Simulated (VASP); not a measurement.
Calculation: PBE GGA, VASP's PBE PAW potentials (set 64) (plane waves; VASP).

VASP ran on this input.

INCAR:
```
SYSTEM=HfB2
PREC=Accurate; ENCUT=400; LREAL=.False.
LASPH=.True.
EDIFF=1E-6; NELM=100; ALGO=Normal
LMAXMIX=6
ISMEAR=-1; SIGMA=0.05
GGA=PE
ISIF=2
LWAVE=.False.; LCHARG=.False.
```

File KPOINTS:
```
kpoints
0
G
8 8 7
0 0 0
```

File POSCAR:
```
HfB2
1
    3.1326800000     0.0000000000     0.0000000000
   -1.5663400000     2.7129800000     0.0000000000
    0.0000000000     0.0000000000     3.4792100000
Hf B
1 2
Direct
  0.0000000000   0.0000000000   0.0000000000
  0.3333330000   0.6666670000   0.5000000000
  0.6666670000   0.3333330000   0.5000000000
```

POTCAR, in this order: Hf_pv B (PBE.64 set). Program: vasp_std.

Output of the run:

### OSZICAR
```
       N       E                     dE             d eps       ncg     rms          rms(c)
DAV:   1     0.193353800105E+02    0.19335E+02   -0.72865E+03   960   0.103E+03
DAV:   2    -0.273830954057E+02   -0.46718E+02   -0.43434E+02  1212   0.207E+02
DAV:   3    -0.287889680538E+02   -0.14059E+01   -0.13934E+01  1248   0.283E+01
DAV:   4    -0.287979677486E+02   -0.89997E-02   -0.89860E-02  1184   0.267E+00
DAV:   5    -0.287980616423E+02   -0.93894E-04   -0.93884E-04  1240   0.206E-01    0.529E+01
DAV:   6    -0.265032763159E+02    0.22948E+01   -0.52982E+00  1148   0.151E+01    0.387E+01
DAV:   7    -0.264638752212E+02    0.39401E-01   -0.16645E+00  1212   0.881E+00    0.119E+01
DAV:   8    -0.263996923559E+02    0.64183E-01   -0.45711E-01  1132   0.468E+00    0.188E+00
DAV:   9    -0.263950610212E+02    0.46313E-02   -0.33075E-02  1124   0.140E+00    0.281E-01
DAV:  10    -0.263949991756E+02    0.61846E-04   -0.98668E-04  1172   0.257E-01    0.357E-01
DAV:  11    -0.263950012382E+02   -0.20626E-05   -0.10967E-04  1152   0.823E-02    0.173E-01
DAV:  12    -0.263949968153E+02    0.44228E-05   -0.11130E-05  1168   0.285E-02    0.218E-02
DAV:  13    -0.263949970224E+02   -0.20706E-06   -0.41148E-07   672   0.648E-03
   1 F= -.26394997E+02 E0= -.26393943E+02  d E =-.210850E-02
```

### OUTCAR
```
------------------------ aborting loop because EDIFF is reached ----------------------------------------
  FORCE on cell =-STRESS in cart. coord.  units (eV):
  Direction    XX          YY          ZZ          XY          YZ          ZX
  --------------------------------------------------------------------------------------
  Total        0.4965997      0.4965995      0.2663788      0.0000000      0.0000000      0.0000000
  in kB       26.9075253     26.9075162     14.4333443      0.0000000      0.0000000      0.0000000
  external PRESSURE =      22.7494619 kB  Pullay stress =       0.0000000 kB
  volume of cell :       29.57
      direct lattice vectors                 reciprocal lattice vectors
     3.132680000  0.000000000  0.000000000     0.319215496  0.184299184  0.000000000
    -1.566340000  2.712980000  0.000000000     0.000000000  0.368598368  0.000000000
     0.000000000  0.000000000  3.479210000     0.000000000  0.000000000  0.287421570
 POSITION                                       TOTAL-FORCE (eV/Angst)
 -----------------------------------------------------------------------------------
      0.00000      0.00000      0.00000         0.000000      0.000000      0.000000
     -0.00000      1.80865      1.73961         0.000000      0.000000      0.000000
      1.56634      0.90433      1.73961        -0.000000     -0.000000      0.000000
 -----------------------------------------------------------------------------------
    total drift:                                0.000000     -0.000000      0.000000
  FREE ENERGIE OF THE ION-ELECTRON SYSTEM (eV)
  ---------------------------------------------------
  free  energy   TOTEN  =       -26.3949970224 eV

  energy  without entropy=      -26.3928885270  energy(sigma->0) =      -26.39394277
```
(Selected blocks of OUTCAR.)

At this cut-off the stress carries a Pulay error, which pulls relaxed volumes low.

The structure comes from a computed database's HfB2 entry; how it stands against other phases isn't given here. The cell was not relaxed at this level.
